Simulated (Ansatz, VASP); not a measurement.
# SiC (Moissanite 3C) in two plane-wave programs

One calculation is typed for both programs; each brings its own data sets. How far apart do they land? The cell is taken from a series of runs on this material, whose earlier steps may have relaxed, scaled, displaced or heated it; both programs get it as it stands.

Calculated with Ansatz 0.2.0; plane waves, with VASP 6.6.1 beside it; zone-centre phonons at LDA.

## (1) The starting structure

The structure is cubic, space group F-43m (No. 216). Conventional cell: a = 4.351 Å, b = 4.351 Å, c = 4.351 Å, α = 90.00°, β = 90.00°, γ = 90.00°. Nearest to Si lie 4 C at 1.88 Å. Nearest to C lie 4 Si at 1.88 Å. Farther neighbours are not listed.

Coordinates:

```cif
data_structure
_symmetry_space_group_name_H-M 'P 1'
_symmetry_Int_Tables_number 1
_cell_length_a 3.0763
_cell_length_b 3.0763
_cell_length_c 3.0763
_cell_angle_alpha 60.000
_cell_angle_beta 60.000
_cell_angle_gamma 60.000
_cell_volume 20.59
loop_
_atom_site_label
_atom_site_type_symbol
_atom_site_fract_x
_atom_site_fract_y
_atom_site_fract_z
_atom_site_occupancy
Si1 Si 0.00000 0.00000 0.00000 1
C2 C 0.25000 0.25000 0.25000 1
```

## (2) VASP: zone-centre phonons, LDA

Second derivatives magnify differences that forces hide, and they need a tight electronic threshold.

Lines of VASP's logs that name or quote its potential files are left out, and so is its time.

INCAR

```
SYSTEM = SiC
PREC = Accurate
ENCUT = 600
EDIFF = 1E-08
NELM = 120
ISMEAR = 0
SIGMA = 0.01
LREAL = .FALSE.
ALGO = Normal
GGA = CA
NBANDS = 10
LORBIT = 11
LWAVE = .FALSE.
LCHARG = .FALSE.
ISIF = 2
IBRION = 8
LEPSILON = .TRUE.
LASPH = .TRUE.
GGA_COMPAT = .FALSE.
EFERMI = MIDGAP
```

POSCAR

```
SiC
1.0
    0.0000000000      2.1752528872      2.1752528872
    2.1752528872      0.0000000000      2.1752528872
    2.1752528872      2.1752528872      0.0000000000
Si C
1 1
Direct
    0.0000000000      0.0000000000      0.0000000000
    0.2500000000      0.2500000000      0.2500000000
```

KPOINTS

```
Automatic mesh
0
Gamma
10 10 10
0 0 0
```

The projector-augmented-wave data sets are Si and C (LDA family, release 64).

Launch:

```bash
> mpirun -np 1 vasp_std
```

Numbers of over 12 decimals in the logs are rounded to 6 here.

The program printed:

```text
[banner, memory and clock lines left out]
running    1 mpi-ranks, on    1 nodes
 distrk:  each k-point on    1 cores,    1 groups
 distr:  one band on    1 cores,    1 groups

 POSCAR found type information on POSCAR SiC
 POSCAR found :  2 types and       2 ions
 LDA part: xc-table for (Slater(with rela. corr.)+CA(PZ))
 , standard interpolation
 POSCAR, INCAR and KPOINTS ok, starting setup
 FFT: planning ... GRIDC
 FFT: planning ... GRID_SOFT
 FFT: planning ... GRID
 WAVECAR not read
 entering main loop
       N       E                     dE             d eps       ncg     rms          rms(c)
DAV:   1     0.484577648470E+01    0.48458E+01   -0.43708E+03   980   0.763E+02
DAV:   2    -0.179674307773E+02   -0.22813E+02   -0.21697E+02  1256   0.120E+02
DAV:   3    -0.186876345196E+02   -0.72020E+00   -0.71756E+00  1096   0.188E+01
DAV:   4    -0.186913526084E+02   -0.37181E-02   -0.37178E-02  1102   0.162E+00
DAV:   5    -0.186913715529E+02   -0.18944E-04   -0.18944E-04  1094   0.110E-01    0.911E+00
DAV:   6    -0.167341860244E+02    0.19572E+01   -0.75182E+00   984   0.131E+01    0.400E+00
DAV:   7    -0.166631812380E+02    0.71005E-01   -0.37234E-01  1114   0.383E+00    0.179E+00
DAV:   8    -0.166426218550E+02    0.20559E-01   -0.26783E-02   988   0.106E+00    0.177E-01
DAV:   9    -0.166422608398E+02    0.36102E-03   -0.17794E-03  1156   0.246E-01    0.949E-02
DAV:  10    -0.166422759991E+02   -0.15159E-04   -0.11397E-04   998   0.712E-02    0.315E-02
DAV:  11    -0.166422763523E+02   -0.35316E-06   -0.35844E-06  1118   0.125E-02    0.128E-02
DAV:  12    -0.166422761266E+02    0.22566E-06   -0.66381E-07   978   0.428E-03    0.655E-04
DAV:  13    -0.166422761260E+02    0.57935E-09   -0.27877E-08  1032   0.110E-03
   1 F= -.16642276E+02 E0= -.16642276E+02  d E =0.000000E+00
 Linear response reoptimize wavefunctions to high precision
DAV:   1    -0.166422761265E+02   -0.45941E-09   -0.43639E-10   664   0.149E-04
DAV:   2    -0.166422761265E+02    0.13756E-10   -0.15474E-11   498   0.337E-05
 Linear response G [H, r] |phi>, progress :
  Direction:   1
       N       E                     dE             d eps       ncg     rms
RMM:   1    -0.411883076703E+02   -0.41188E+02   -0.49464E+01  2407   0.435E+01
RMM:   2    -0.323551870431E+02    0.88331E+01   -0.17127E+00  1515   0.114E+01
RMM:   3    -0.324261800868E+02   -0.70993E-01    0.69654E-03  1560   0.114E+00
RMM:   4    -0.324287706424E+02   -0.25906E-02    0.49514E-03  1628   0.132E-01
RMM:   5    -0.324291443008E+02   -0.37366E-03    0.15423E-03  1634   0.176E-02
RMM:   6    -0.324291870750E+02   -0.42774E-04    0.11137E-03  1701   0.281E-03
RMM:   7    -0.324291864305E+02    0.64446E-06    0.10771E-03  1633   0.850E-04
RMM:   8    -0.324291922799E+02   -0.58494E-05    0.10410E-03  1407   0.573E-04
RMM:   9    -0.324291915353E+02    0.74463E-06    0.10253E-03  1233   0.541E-04
RMM:  10    -0.324292108421E+02   -0.19307E-04    0.51047E-04  1101   0.544E-04
RMM:  11    -0.324292052715E+02    0.55706E-05    0.11101E-03   957   0.545E-04
 Linear response G [H, r] |phi>, progress :
  Direction:   2
       N       E                     dE             d eps       ncg     rms
RMM:   1    -0.383078203881E+02   -0.38308E+02   -0.54771E+01  2403   0.411E+01
RMM:   2    -0.324174085111E+02    0.58904E+01   -0.11814E+00  1500   0.969E+00
RMM:   3    -0.324642677016E+02   -0.46859E-01    0.17655E-02  1550   0.926E-01
RMM:   4    -0.324671406673E+02   -0.28730E-02    0.29577E-03  1617   0.104E-01
RMM:   5    -0.324675098089E+02   -0.36914E-03   -0.54351E-04  1626   0.138E-02
RMM:   6    -0.324675550348E+02   -0.45226E-04   -0.99195E-04  1696   0.226E-03
RMM:   7    -0.324675577431E+02   -0.27083E-05   -0.10201E-03  1593   0.737E-04
RMM:   8    -0.324675584034E+02   -0.66025E-06   -0.10349E-03  1369   0.527E-04
RMM:   9    -0.324675576294E+02    0.77401E-06   -0.11137E-03  1200   0.506E-04
RMM:  10    -0.324675371871E+02    0.20442E-04   -0.15588E-03  1116   0.509E-04
RMM:  11    -0.324675272496E+02    0.99375E-05   -0.84584E-04   916   0.509E-04
 Linear response G [H, r] |phi>, progress :
  Direction:   3
       N       E                     dE             d eps       ncg     rms
RMM:   1    -0.255667810549E+02   -0.25567E+02    0.83891E+01  2284   0.421E+01
RMM:   2    -0.223142859390E+02    0.32525E+01   -0.21959E+00  1492   0.105E+01
RMM:   3    -0.223089674460E+02    0.53185E-02   -0.29330E-02  1529   0.108E+00
RMM:   4    -0.223084918495E+02    0.47560E-03   -0.34971E-04  1613   0.128E-01
RMM:   5    -0.223084918033E+02    0.46240E-07   -0.39347E-06  1607   0.177E-02
RMM:   6    -0.223084921045E+02   -0.30123E-06    0.57569E-07  1651   0.297E-03
RMM:   7    -0.223084921637E+02   -0.59228E-07    0.66379E-07  1518   0.900E-04
RMM:   8    -0.223084922152E+02   -0.51498E-07    0.20659E-06  1343   0.597E-04
RMM:   9    -0.223084922283E+02   -0.13045E-07    0.52758E-06  1102   0.556E-04
RMM:  10    -0.223084922299E+02   -0.16184E-08    0.32096E-05   999   0.556E-04
RMM:  11    -0.223084922318E+02   -0.19461E-08    0.11782E-05   865   0.551E-04
 Linear response to external field (no local field effect), progress :
  Direction:   1
       N       E                     dE             d eps       ncg     rms          rms(c)
RMM:   1    -0.438162336973E+00   -0.43816E+00   -0.18215E+00  2156   0.280E+00
[...]
change of polarisation eV/A/(eV/A) component  3 :     0.080    -0.070     0.386
 dielectric tensor                  component  3 :     0.700    -0.619     4.396
 Linear response to external field, progress :
  Direction:   1
       N       E                     dE             d eps       ncg     rms          rms(c)
RMM:   1    -0.351264991300E+00   -0.35126E+00   -0.14099E+00  7819   0.254E+00
RMM:   2    -0.360207510739E+00   -0.89425E-02   -0.27248E-03  5458   0.376E-01    0.874E-01
RMM:   3    -0.350321094858E+00    0.98864E-02   -0.49932E-03  5449   0.420E-01    0.507E-01
RMM:   4    -0.359533228832E+00   -0.92121E-02   -0.61269E-03  5501   0.467E-01    0.744E-02
RMM:   5    -0.361590918103E+00   -0.20577E-02   -0.13429E-04  5552   0.855E-02    0.950E-03
RMM:   6    -0.361678754639E+00   -0.87837E-04   -0.13096E-06  5746   0.868E-03    0.474E-03
RMM:   7    -0.361723303254E+00   -0.44549E-04   -0.84976E-08  5709   0.221E-03    0.296E-04
RMM:   8    -0.361726765652E+00   -0.34624E-05   -0.76034E-09  6097   0.421E-04    0.115E-04
RMM:   9    -0.361725917592E+00    0.84806E-06   -0.36802E-09  5071   0.136E-04    0.190E-05
RMM:  10    -0.361726101334E+00   -0.18374E-06   -0.35810E-09  3349   0.404E-05    0.668E-06
 change of polarisation eV/A/(eV/A) component  1 :     0.683     0.183     0.114
 dielectric tensor                  component  1 :     7.007     1.609     1.004
 Linear response to external field, progress :
  Direction:   2
       N       E                     dE             d eps       ncg     rms          rms(c)
RMM:   1    -0.351264855008E+00   -0.35126E+00   -0.14099E+00  7818   0.254E+00
RMM:   2    -0.360207442292E+00   -0.89426E-02   -0.27262E-03  5458   0.376E-01    0.874E-01
RMM:   3    -0.350321050880E+00    0.98864E-02   -0.49960E-03  5446   0.420E-01    0.507E-01
RMM:   4    -0.359533111372E+00   -0.92121E-02   -0.61276E-03  5500   0.467E-01    0.744E-02
RMM:   5    -0.361591092461E+00   -0.20580E-02   -0.13418E-04  5550   0.855E-02    0.950E-03
RMM:   6    -0.361679212878E+00   -0.88120E-04   -0.12844E-06  5744   0.867E-03    0.474E-03
RMM:   7    -0.361724010302E+00   -0.44797E-04   -0.82524E-08  5712   0.221E-03    0.296E-04
RMM:   8    -0.361727478728E+00   -0.34684E-05   -0.60135E-09  6088   0.421E-04    0.114E-04
RMM:   9    -0.361726630287E+00    0.84844E-06   -0.32828E-09  5061   0.136E-04    0.200E-05
RMM:  10    -0.361726798915E+00   -0.16863E-06   -0.39781E-09  3364   0.395E-05    0.770E-06
 change of polarisation eV/A/(eV/A) component  2 :     0.151     0.683     0.128
 dielectric tensor                  component  2 :     1.329     7.007     1.122
 Linear response to external field, progress :
  Direction:   3
       N       E                     dE             d eps       ncg     rms          rms(c)
RMM:   1    -0.351264786671E+00   -0.35126E+00   -0.14099E+00  7820   0.254E+00
RMM:   2    -0.360207490484E+00   -0.89427E-02   -0.27244E-03  5458   0.376E-01    0.874E-01
RMM:   3    -0.350321064757E+00    0.98864E-02   -0.49947E-03  5450   0.420E-01    0.507E-01
RMM:   4    -0.359532467638E+00   -0.92114E-02   -0.61265E-03  5504   0.467E-01    0.744E-02
RMM:   5    -0.361592991902E+00   -0.20605E-02   -0.13426E-04  5552   0.855E-02    0.950E-03
RMM:   6    -0.361680961492E+00   -0.87970E-04   -0.13024E-06  5741   0.867E-03    0.474E-03
RMM:   7    -0.361725601620E+00   -0.44640E-04   -0.84443E-08  5717   0.221E-03    0.296E-04
RMM:   8    -0.361729069575E+00   -0.34680E-05   -0.68499E-09  6087   0.421E-04    0.114E-04
RMM:   9    -0.361728221979E+00    0.84760E-06   -0.39460E-09  5070   0.136E-04    0.201E-05
RMM:  10    -0.361728391871E+00   -0.16989E-06   -0.61234E-09  3368   0.393E-05    0.775E-06
 change of polarisation eV/A/(eV/A) component  3 :     0.123     0.174     0.683
 dielectric tensor                  component  3 :     1.084     1.530     7.007
 Linear response DOF=           2
 Linear response progress:
  Degree of freedom:   1/  2
       N       E                     dE             d eps       ncg     rms          rms(c)
RMM:   1    -0.163874689275E-01   -0.16387E-01   -0.75418E-03  8043   0.872E-01
RMM:   2    -0.143458159320E-01    0.20417E-02   -0.77761E-04  5271   0.192E-01    0.130E-01
RMM:   3    -0.142218656213E-01    0.12395E-03    0.34756E-05  5375   0.468E-02    0.741E-02
RMM:   4    -0.142841465511E-01   -0.62281E-04    0.34914E-05  5399   0.459E-02    0.855E-03
RMM:   5    -0.142821509398E-01    0.19956E-05   -0.47243E-06  5493   0.771E-03    0.130E-03
RMM:   6    -0.142794832860E-01    0.26677E-05    0.79044E-07  5599   0.762E-04    0.626E-04
RMM:   7    -0.142781229724E-01    0.13603E-05    0.91027E-07  5650   0.247E-04    0.724E-05
RMM:   8    -0.142782834505E-01   -0.16048E-06    0.64748E-08  5936   0.534E-05    0.187E-05
RMM:   9    -0.142783103707E-01   -0.26920E-07    0.52696E-08  5844   0.278E-05    0.326E-06
RMM:  10    -0.142783104109E-01   -0.40123E-10   -0.22447E-08  5710   0.183E-05    0.104E-06
 first order change of Fermi-energy  -0.15880E+01
 force on displaced ion       1 direction 1 : -19.039   0.000   0.000
 Born effective charge ion    1 direction 1 :   2.701   0.000   0.000
 Linear response progress:
  Degree of freedom:   2/  2
       N       E                     dE             d eps       ncg     rms          rms(c)
RMM:   1    -0.126104642700E+00   -0.12610E+00    0.55817E-02  7472   0.208E+00
RMM:   2    -0.123055786727E+00    0.30489E-02   -0.23373E-03  5232   0.409E-01    0.204E-01
RMM:   3    -0.123114976444E+00   -0.59190E-04   -0.73401E-04  5151   0.172E-01    0.101E-01
RMM:   4    -0.124151551537E+00   -0.10366E-02   -0.56886E-04  5200   0.143E-01    0.186E-02
RMM:   5    -0.124131504781E+00    0.20047E-04   -0.41973E-06  5464   0.210E-02    0.180E-03
RMM:   6    -0.124139038774E+00   -0.75340E-05    0.23563E-08  5666   0.237E-03    0.887E-04
RMM:   7    -0.124134543085E+00    0.44957E-05    0.14988E-07  5662   0.506E-04    0.988E-05
RMM:   8    -0.124135303758E+00   -0.76067E-06   -0.35176E-08  5739   0.132E-04    0.278E-05
RMM:   9    -0.124135223016E+00    0.80742E-07   -0.56204E-08  5965   0.549E-05    0.410E-06
RMM:  10    -0.124135242539E+00   -0.19523E-07   -0.35532E-08  5995   0.359E-05    0.187E-06
RMM:  11    -0.124135243688E+00   -0.11492E-08    0.33068E-08  4745   0.328E-05    0.189E-07
 first order change of Fermi-energy   0.15884E+01
 force on displaced ion       2 direction 1 : -19.041   0.000   0.000
 Born effective charge ion    2 direction 1 :  -2.710   0.000   0.000
 Born effective charges drift removed
 Linear response finished
```

From OUTCAR (step 2):

```text
ion  position               nearest neighbor table
   1  0.000  0.000  0.000-   2 1.88   2 1.88   2 1.88   2 1.88
   2  0.250  0.250  0.250-   1 1.88   1 1.88   1 1.88   1 1.88

  LATTYP: Found a face centered cubic cell.
 ALAT       =     4.3505057744

 Subroutine GETGRP returns: Found 24 space group operations
 (whereof 24 operations were pure point group operations)

The static configuration has the point symmetry T_d .

 Found     47 irreducible k-points:

   k-points           NKPTS =     47   k-points in BZ     NKDIM =     47   number of bands    NBANDS=     10

   dimension x,y,z NGX =    28 NGY =   28 NGZ =   28
   dimension x,y,z NGXF=    56 NGYF=   56 NGZF=   56

   ENCUT  =  600.0 eV  44.10 Ry    6.64 a.u.   6.14  6.14  6.14*2*pi/ulx,y,z

   NELECT =       8.0000    total number of electrons

 k-points in reciprocal lattice and weights: Automatic mesh
   0.00000000  0.00000000  0.00000000       0.001
   0.10000000  0.00000000  0.00000000       0.008
   0.20000000  0.00000000  0.00000000       0.008
   0.30000000  0.00000000  0.00000000       0.008
   0.40000000  0.00000000  0.00000000       0.008
   0.50000000  0.00000000  0.00000000       0.004
   0.10000000  0.10000000  0.00000000       0.006
   0.20000000  0.10000000  0.00000000       0.024
   0.30000000  0.10000000  0.00000000       0.024
[...]
-0.30000000  0.40000000  0.20000000       0.024
  -0.30000000  0.50000000  0.20000000       0.012

 average (electrostatic) potential at core
       1 -81.8609       2 -48.9616

  Total       -0.3954185     -0.3954185     -0.3954185      0.0000000      0.0000000     -0.0000000
  in kB      -30.7757288    -30.7757288    -30.7757288      0.0000000      0.0000000     -0.0000000
  external PRESSURE =     -30.7757288 kB  Pullay stress =       0.0000000 kB

  energy-cutoff  :      600.00
  volume of cell :       20.59
      direct lattice vectors                 reciprocal lattice vectors
     0.000000000  2.175252887  2.175252887    -0.229858332  0.229858332  0.229858332
     2.175252887  0.000000000  2.175252887     0.229858332 -0.229858332  0.229858332
     2.175252887  2.175252887  0.000000000     0.229858332  0.229858332 -0.229858332

 POSITION                                       TOTAL-FORCE (eV/Angst)
 -----------------------------------------------------------------------------------
      0.00000      0.00000      0.00000        -0.000000     -0.000000     -0.000000
      1.08763      1.08763      1.08763         0.000000      0.000000      0.000000
 -----------------------------------------------------------------------------------
    total drift:                               -0.000000     -0.000000     -0.000000

 MACROSCOPIC STATIC DIELECTRIC TENSOR (including local field effects in DFT)
 ------------------------------------------------------
           7.007474    -0.000000     0.000000
           0.000000     7.007474     0.000000
          -0.000000     0.000000     7.007474
 ------------------------------------------------------

 PIEZOELECTRIC TENSOR (including local field effects)  for field in x, y, z        (C/m^2)
          XX          YY          ZZ          XY          YZ          ZX
  --------------------------------------------------------------------------------
  x     0.00000    -0.00000     0.00000     0.00000    -0.97994     0.00000
  y     0.00000     0.00000    -0.00000     0.00000     0.00000    -0.97994
  z    -0.00000     0.00000     0.00000    -0.97994     0.00000     0.00000

 BORN EFFECTIVE CHARGES (including local field effects) (in |e|, cummulative output)
 ---------------------------------------------------------------------------------
 ion    1
    1     2.70489     0.00000     0.00000
    2    -0.00000     2.70489     0.00000
    3     0.00000    -0.00000     2.70489
 ion    2
    1    -2.70489     0.00000     0.00000
    2     0.00000    -2.70489     0.00000
    3    -0.00000     0.00000    -2.70489

 Eigenvectors and eigenvalues of the dynamical matrix
 ----------------------------------------------------

   1 f  =   23.518698 THz   147.772337 2PiTHz  784.499320 cm-1    97.265476 meV
             X         Y         Z           dx          dy          dz
      0.000000  0.000000  0.000000    -0.536862   -0.106376    0.000000
      1.087626  1.087626  1.087626     0.820976    0.162671    0.000000

   2 f  =   23.518698 THz   147.772337 2PiTHz  784.499320 cm-1    97.265476 meV
             X         Y         Z           dx          dy          dz
      0.000000  0.000000  0.000000     0.000000    0.000000   -0.547299
      1.087626  1.087626  1.087626     0.000000    0.000000    0.836937

   3 f  =   23.518698 THz   147.772337 2PiTHz  784.499320 cm-1    97.265476 meV
             X         Y         Z           dx          dy          dz
      0.000000  0.000000  0.000000     0.106376   -0.536862    0.000000
      1.087626  1.087626  1.087626    -0.162671    0.820976    0.000000

   4 f/i=    0.000512 THz     0.003218 2PiTHz    0.017085 cm-1     0.002118 meV
             X         Y         Z           dx          dy          dz
      0.000000  0.000000  0.000000     0.591804    0.591804    0.000000
      1.087626  1.087626  1.087626     0.386999    0.386999    0.000000

   5 f/i=    0.000512 THz     0.003218 2PiTHz    0.017085 cm-1     0.002118 meV
             X         Y         Z           dx          dy          dz
      0.000000  0.000000  0.000000     0.000000    0.000000    0.836937
      1.087626  1.087626  1.087626     0.000000    0.000000    0.547299

   6 f/i=    0.000512 THz     0.003218 2PiTHz    0.017085 cm-1     0.002118 meV
             X         Y         Z           dx          dy          dz
      0.000000  0.000000  0.000000    -0.591804    0.591804    0.000000
      1.087626  1.087626  1.087626    -0.386999    0.386999    0.000000

 MACROSCOPIC STATIC DIELECTRIC TENSOR IONIC CONTRIBUTION
 ------------------------------------------------------
           3.377824     0.000000    -0.000000
           0.000000     3.377824    -0.000000
          -0.000000    -0.000000     3.377824
 ------------------------------------------------------

 ELASTIC MODULI CONTR FROM IONIC RELAXATION (kBar)
 Direction    XX          YY          ZZ          XY          YZ          ZX
 --------------------------------------------------------------------------------
 XX          -0.0000     -0.0000     -0.0000      0.0000      0.0000      0.0000
 YY          -0.0000     -0.0000     -0.0000      0.0000      0.0000     -0.0000
 ZZ          -0.0000     -0.0000     -0.0000      0.0000      0.0000      0.0000
 XY           0.0000      0.0000      0.0000   -231.4674      0.0000     -0.0000
 YZ           0.0000      0.0000      0.0000      0.0000   -231.4674     -0.0000
 ZX           0.0000     -0.0000      0.0000     -0.0000     -0.0000   -231.4674
 --------------------------------------------------------------------------------

 PIEZOELECTRIC TENSOR IONIC CONTR  for field in x, y, z        (C/m^2)
          XX          YY          ZZ          XY          YZ          ZX
  --------------------------------------------------------------------------------
  x    -0.00000    -0.00000    -0.00000    -0.00000     0.83202     0.00000
  y    -0.00000     0.00000    -0.00000     0.00000     0.00000     0.83202
  z    -0.00000    -0.00000    -0.00000     0.83202    -0.00000    -0.00000
```

(Part 1 of 2 ends here.)

[Lines on the potential files, build, host, timing and source positions are cut from VASP's logs without a mark.]

[Logs are printed without paths, hosts, clocks, repeated set-up lines and the standing remarks that a program may print on its own settings, such as how far it seeks lower states.]

[Hosts, paths, dates, database ids (printed as entryN), source tags and the programs' standing remarks are cut or masked in the printed files.]
